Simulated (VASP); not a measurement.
```xyz
2
Lattice="0.0000 2.1244 2.1244 2.1244 0.0000 2.1244 2.1244 2.1244 0.0000" Properties=species:S:1:pos:R:3 pbc="T T T"
Fe     0.0000     0.0000     0.0000
O      2.1244     2.1244     2.1244
```
Starting moments (μB, in the order of the record's atoms Fe O): 3.6 0.3.

Computed with PBEsol GGA, VASP's PBE PAW potentials (set 64) (plane waves; VASP). Run with 520 eV cut-off, 17×17×17 Γ-centred mesh, tetrahedra with Blöchl corrections, potentials Fe O.

The moments were started parallel, and other spin orders were not tried in this run.

### Question
Tabulate the total density of states (states/eV per cell) against energy (eV; zero at the valence-band maximum or, without a gap, the Fermi level).

### Answer

```
E (eV) | DOS (states/eV)
    -9.98 |  0.00
    -9.62 |  0.00
    -9.26 |  0.00
    -8.90 | # 0.16
    -8.66 | ## 0.27
    -8.30 | ##### 0.66
    -7.94 | ########### 1.32
    -7.58 | ######## 0.96
    -7.22 | ############## 1.70
    -6.86 | ################# 2.03
    -6.50 | ############# 1.62
    -6.14 | ############ 1.46
    -5.90 | ########### 1.36
    -5.54 | ############ 1.46
    -5.18 | ############### 1.80
    -4.82 | ######### 1.06
    -4.46 | ##### 0.58
    -4.10 | ##### 0.55
    -3.74 | ######## 0.94
    -3.38 | ############# 1.60
    -3.14 | ################### 2.29
    -2.78 | ######## 0.99
    -2.42 | ########## 1.24
    -2.06 | ######## 0.96
    -1.70 | ######## 0.92
    -1.34 | ######## 1.00
    -0.98 | ######### 1.10
    -0.62 | ########### 1.35
    -0.38 | ############ 1.49
    -0.02 | ######### 1.14
     0.34 | #################### 2.38
     0.70 | ############################## 3.64
     1.06 | ######## 0.94
     1.42 | ########## 1.24
     1.78 | ######## 0.93
     2.14 | ####### 0.87
     2.38 | ####### 0.80
     2.74 | ###### 0.78
     3.10 | # 0.10
     3.46 | # 0.12
```
Within 2 eV below the Fermi level the largest weight inside VASP's projection spheres is Fe d, then O p.

The structure was generated: FeO was put into the rock salt type (Fm-3m), which need not be its known phase. It was relaxed first.
